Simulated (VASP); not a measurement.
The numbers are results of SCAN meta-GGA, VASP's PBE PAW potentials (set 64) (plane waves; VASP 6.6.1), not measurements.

VASP ran on this input.

### POSCAR
```
SnTe
1
    0.0000000000     3.1600000000     3.1600000000
    3.1600000000     0.0000000000     3.1600000000
    3.1600000000     3.1600000000     0.0000000000
Sn Te
1 1
Direct
  0.0000000000   0.0000000000   0.0000000000
  0.5000000000   0.5000000000   0.5000000000
```

INCAR:
```
ALGO  =  Normal
EDIFF  =  1E-6
EDIFFG  =  -0.01
ENCUT  =  520
IBRION  =  2
ISIF  =  3
ISMEAR  =  0
LASPH  =  .TRUE.
LCHARG  =  .FALSE.
LMAXMIX  =  4
LMIXTAU  =  .TRUE.
LREAL  =  .FALSE.
LWAVE  =  .FALSE.
METAGGA  =  SCAN
NELM  =  100
NSW  =  60
PREC  =  Accurate
SIGMA  =  0.05
SYSTEM  =  SnTe
```

KPOINTS:
```
Regular mesh
0
G
  7 7 7
```

POTCAR, in this order: Sn_d Te (PBE.64 set). Program: vasp_std.

What VASP printed:

### OSZICAR
```
       N       E                     dE             d eps       ncg     rms          rms(c)
DAV:   1     0.586797504550E+02    0.58680E+02   -0.98866E+03   560   0.164E+03
DAV:   2    -0.653132849322E+02   -0.12399E+03   -0.12136E+03   590   0.375E+02
DAV:   3    -0.761532132933E+02   -0.10840E+02   -0.10807E+02   758   0.102E+02
DAV:   4    -0.764340598717E+02   -0.28085E+00   -0.28077E+00   622   0.182E+01
DAV:   5    -0.764458948708E+02   -0.11835E-01   -0.11835E-01   832   0.356E+00    0.470E+00
DAV:   6    -0.736613296299E+02    0.27846E+01   -0.84240E-01   662   0.172E+01    0.351E+00
DAV:   7    -0.733242868494E+02    0.33704E+00   -0.67813E-01   560   0.892E+00    0.901E-01
DAV:   8    -0.736553290843E+02   -0.33104E+00   -0.63049E-01   560   0.709E+00    0.516E-01
DAV:   9    -0.735601015240E+02    0.95228E-01   -0.18240E-01   590   0.452E+00    0.577E-01
DAV:  10    -0.735602374591E+02   -0.13594E-03   -0.10435E-02   680   0.739E-01    0.531E-01
DAV:  11    -0.736453160505E+02   -0.85079E-01   -0.13866E-01   560   0.440E+00    0.861E-01
DAV:  12    -0.734703832645E+02    0.17493E+00   -0.17327E-01   560   0.465E+00    0.103E+00
DAV:  13    -0.735081675436E+02   -0.37784E-01   -0.32138E-02   578   0.203E+00    0.120E+00
DAV:  14    -0.735269697724E+02   -0.18802E-01   -0.27627E-02   560   0.148E+00    0.960E-01
DAV:  15    -0.735388088895E+02   -0.11839E-01   -0.37221E-03   560   0.636E-01    0.100E+00
DAV:  16    -0.735430227023E+02   -0.42138E-02   -0.80351E-04   590   0.284E-01    0.115E+00
DAV:  17    -0.735536584149E+02   -0.10636E-01   -0.68795E-03   560   0.102E+00    0.138E+00
DAV:  18    -0.735533214015E+02    0.33701E-03   -0.83897E-04   584   0.297E-01    0.128E+00
DAV:  19    -0.735565944099E+02   -0.32730E-02   -0.29559E-03   560   0.574E-01    0.141E+00
DAV:  20    -0.735586484141E+02   -0.20540E-02   -0.25486E-03   560   0.526E-01    0.111E+00
DAV:  21    -0.735583609113E+02    0.28750E-03   -0.31148E-03   560   0.538E-01    0.652E-01
DAV:  22    -0.735593492415E+02   -0.98833E-03   -0.13756E-02   560   0.139E+00    0.599E-01
DAV:  23    -0.735574399130E+02    0.19093E-02   -0.66972E-03   560   0.866E-01    0.281E-01
DAV:  24    -0.735576548421E+02   -0.21493E-03   -0.14661E-03   560   0.434E-01    0.303E-01
DAV:  25    -0.735576323950E+02    0.22447E-04   -0.36832E-03   560   0.663E-01    0.364E-01
DAV:  26    -0.735577448885E+02   -0.11249E-03   -0.35269E-04   578   0.235E-01    0.280E-01
DAV:  27    -0.735570892771E+02    0.65561E-03   -0.26773E-03   560   0.582E-01    0.135E-01
DAV:  28    -0.735570628530E+02    0.26424E-04   -0.89353E-05   602   0.120E-01    0.134E-01
DAV:  29    -0.735570513512E+02    0.11502E-04   -0.15713E-05   572   0.367E-02    0.132E-01
DAV:  30    -0.735570726935E+02   -0.21342E-04   -0.63623E-05   560   0.949E-02    0.115E-01
DAV:  31    -0.735570432898E+02    0.29404E-04   -0.46481E-05   560   0.732E-02    0.111E-01
DAV:  32    -0.735570272816E+02    0.16008E-04   -0.13447E-05   560   0.494E-02    0.729E-02
DAV:  33    -0.735569830434E+02    0.44238E-04   -0.27807E-05   566   0.607E-02    0.445E-02
DAV:  34    -0.735569625274E+02    0.20516E-04   -0.43038E-06   572   0.290E-02    0.229E-02
DAV:  35    -0.735569485264E+02    0.14001E-04   -0.70307E-06   560   0.341E-02    0.146E-02
DAV:  36    -0.735569336393E+02    0.14887E-04   -0.95039E-06   560   0.342E-02    0.102E-02
DAV:  37    -0.735569106072E+02    0.23032E-04   -0.11881E-05   560   0.372E-02    0.530E-03
DAV:  38    -0.735568986317E+02    0.11975E-04   -0.11166E-05   560   0.414E-02    0.386E-03
DAV:  39    -0.735568958793E+02    0.27524E-05   -0.72691E-07   354   0.116E-02    0.327E-03
DAV:  40    -0.735568908098E+02    0.50695E-05   -0.21252E-07   286   0.583E-03    0.272E-03
DAV:  41    -0.735568897667E+02    0.10432E-05   -0.69867E-07   280   0.972E-03    0.164E-03
DAV:  42    -0.735568905934E+02   -0.82671E-06   -0.32292E-07   280   0.620E-03
   1 F= -.73556891E+02 E0= -.73556891E+02  d E =-.735569E+02
       N       E                     dE             d eps       ncg     rms          rms(c)
DAV:   1    -0.735867576474E+02   -0.29868E-01   -0.75358E-01   674   0.149E+01    0.993E-01
DAV:   2    -0.735651113864E+02    0.21646E-01   -0.58571E-02   608   0.409E+00    0.460E-01
DAV:   3    -0.735584818087E+02    0.66296E-02   -0.41825E-02   560   0.298E+00    0.199E-01
DAV:   4    -0.735573328739E+02    0.11489E-02   -0.24488E-02   560   0.162E+00    0.221E-01
DAV:   5    -0.735568035943E+02    0.52928E-03   -0.35538E-03   560   0.636E-01    0.938E-02
DAV:   6    -0.735576888451E+02   -0.88525E-03   -0.24420E-03   560   0.562E-01    0.660E-02
DAV:   7    -0.735574121704E+02    0.27667E-03   -0.25068E-03   560   0.593E-01    0.414E-02
DAV:   8    -0.735574974670E+02   -0.85297E-04   -0.54065E-04   560   0.263E-01    0.359E-02
DAV:   9    -0.735576434332E+02   -0.14597E-03   -0.10400E-03   560   0.447E-01    0.226E-02
DAV:  10    -0.735575353280E+02    0.10811E-03   -0.82027E-05   560   0.122E-01    0.565E-03
DAV:  11    -0.735575227605E+02    0.12567E-04   -0.10544E-05   572   0.436E-02    0.424E-03
DAV:  12    -0.735575087559E+02    0.14005E-04   -0.93163E-05   560   0.127E-01    0.249E-03
DAV:  13    -0.735575196995E+02   -0.10944E-04   -0.65975E-06   566   0.309E-02    0.340E-04
DAV:  14    -0.735575195171E+02    0.18237E-06   -0.31783E-07   304   0.729E-03
   2 F= -.73557520E+02 E0= -.73557520E+02  d E =-.628924E-03
       N       E                     dE             d eps       ncg     rms          rms(c)
DAV:   1    -0.735614450180E+02   -0.39253E-02   -0.97852E-02   680   0.525E+00    0.361E-01
DAV:   2    -0.735589393028E+02    0.25057E-02   -0.77939E-03   608   0.149E+00    0.166E-01
DAV:   3    -0.735584795201E+02    0.45978E-03   -0.59490E-03   560   0.111E+00    0.756E-02
DAV:   4    -0.735580394390E+02    0.44008E-03   -0.34966E-03   560   0.609E-01    0.761E-02
DAV:   5    -0.735579166877E+02    0.12275E-03   -0.29499E-04   560   0.179E-01    0.360E-02
DAV:   6    -0.735577871504E+02    0.12954E-03   -0.22784E-04   560   0.171E-01    0.304E-02
DAV:   7    -0.735577370010E+02    0.50149E-04   -0.25798E-04   560   0.189E-01    0.193E-02
DAV:   8    -0.735577182377E+02    0.18763E-04   -0.70046E-05   560   0.969E-02    0.144E-02
DAV:   9    -0.735577181481E+02    0.89556E-07   -0.20033E-04   560   0.193E-01    0.631E-03
DAV:  10    -0.735577074824E+02    0.10666E-04   -0.58391E-06   572   0.290E-02    0.405E-03
DAV:  11    -0.735577046818E+02    0.28007E-05   -0.15475E-07   292   0.483E-03    0.507E-03
DAV:  12    -0.735576891278E+02    0.15554E-04   -0.37389E-05   560   0.850E-02    0.753E-04
DAV:  13    -0.735576907710E+02   -0.16432E-05   -0.70751E-07   370   0.111E-02    0.364E-03
DAV:  14    -0.735576906454E+02    0.12557E-06   -0.57901E-08   280   0.335E-03
   3 F= -.73557691E+02 E0= -.73557691E+02  d E =-.800052E-03
       N       E                     dE             d eps       ncg     rms          rms(c)
DAV:   1    -0.735584591221E+02   -0.76835E-03   -0.18583E-02   674   0.230E+00    0.156E-01
DAV:   2    -0.735577741942E+02    0.68493E-03   -0.14734E-03   608   0.647E-01    0.725E-02
DAV:   3    -0.735575611474E+02    0.21305E-03   -0.11373E-03   560   0.486E-01    0.332E-02
DAV:   4    -0.735575619735E+02   -0.82606E-06   -0.68922E-04   560   0.272E-01    0.338E-02
DAV:   5    -0.735575659657E+02   -0.39922E-05   -0.74195E-05   560   0.911E-02    0.149E-02
DAV:   6    -0.735576563008E+02   -0.90335E-04   -0.53554E-05   560   0.834E-02    0.122E-02
DAV:   7    -0.735576505840E+02    0.57168E-05   -0.52590E-05   560   0.857E-02    0.783E-03
DAV:   8    -0.735576636686E+02   -0.13085E-04   -0.13831E-05   560   0.432E-02    0.583E-03
DAV:   9    -0.735576728420E+02   -0.91734E-05   -0.41694E-05   560   0.880E-02    0.313E-03
DAV:  10    -0.735576698863E+02    0.29556E-05   -0.20472E-06   516   0.182E-02    0.150E-03
DAV:  11    -0.735576689450E+02    0.94131E-06   -0.10097E-07   280   0.492E-03
   4 F= -.73557669E+02 E0= -.73557669E+02  d E =-.778352E-03
```

### OUTCAR
```
------------------------ aborting loop because EDIFF is reached ----------------------------------------
  FORCE on cell =-STRESS in cart. coord.  units (eV):
  Direction    XX          YY          ZZ          XY          YZ          ZX
  --------------------------------------------------------------------------------------
  Total       -0.0005541     -0.0005541     -0.0005541      0.0000000      0.0000000      0.0000000
  in kB       -0.0139109     -0.0139109     -0.0139109      0.0000000      0.0000000      0.0000000
  external PRESSURE =      -0.0139109 kB  Pullay stress =       0.0000000 kB
  volume of cell :       63.82
      direct lattice vectors                 reciprocal lattice vectors
    -0.000000000  3.171837100  3.171837100    -0.157637352  0.157637352  0.157637352
     3.171837100  0.000000000  3.171837100     0.157637352 -0.157637352  0.157637352
     3.171837100  3.171837100 -0.000000000     0.157637352  0.157637352 -0.157637352
 POSITION                                       TOTAL-FORCE (eV/Angst)
 -----------------------------------------------------------------------------------
      3.17184      3.17184     -0.00000        -0.000000     -0.000000     -0.000000
      3.17184      3.17184      3.17184         0.000000      0.000000      0.000000
 -----------------------------------------------------------------------------------
    total drift:                                0.000000      0.000000      0.000000
  FREE ENERGIE OF THE ION-ELECTRON SYSTEM (eV)
  ---------------------------------------------------
  free  energy   TOTEN  =       -73.5576689450 eV

  energy  without entropy=      -73.5576689450  energy(sigma->0) =      -73.55766895

 reached required accuracy - stopping structural energy minimisation
```
(Selected blocks of OUTCAR.)

**CONTCAR**
```
SnTe
   1.00000000000000
    -0.0000000000000000    3.1718371003762291    3.1718371003762291
     3.1718371003762291    0.0000000000000000    3.1718371003762291
     3.1718371003762291    3.1718371003762291   -0.0000000000000000
  Sn              Te
     1     1
Direct
     0.0000000000000000    0.0000000000000000    1.0000000000000000
     0.5000000000000000    0.5000000000000000    0.5000000000000000
```

The compound is SnTe in the rock salt structure, which distorts at low temperature. This run relaxes it. Symmetry was kept, so distortions that lower it aren't found.
